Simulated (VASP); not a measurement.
```
CELL_PARAMETERS angstrom
      4.65543     0.00000     0.00000
     -2.32771     4.03172     0.00000
      0.00000     0.00000     7.25386
ATOMIC_POSITIONS crystal
  La 0.33333 0.66667 0.24670
  La 0.66667 0.33333 0.75330
  S  0.00000 0.00000 0.00000
  S  0.33333 0.66667 0.64700
  S  0.66667 0.33333 0.35300
```

Calculation: PBE GGA, VASP's PBE PAW potentials (set 64) (plane waves; VASP). Run with 400 eV cut-off, 4×4×3 Γ-centred mesh, Gaussian smearing of 0.050 eV, potentials La S.

Q: Predict the energy per atom (σ→0), largest force.

A: 
```
Property                        Value
---------------------  --------------
energy per atom (σ→0)  -6.579 eV/atom
largest force              0.319 eV/Å
```

The absolute energy has meaning only against runs of the same code, potentials and settings.

The structure was generated: La2S3 was put into the A-La2O3 type (P-3m1), which need not be its known phase. The cell was not relaxed at this level.
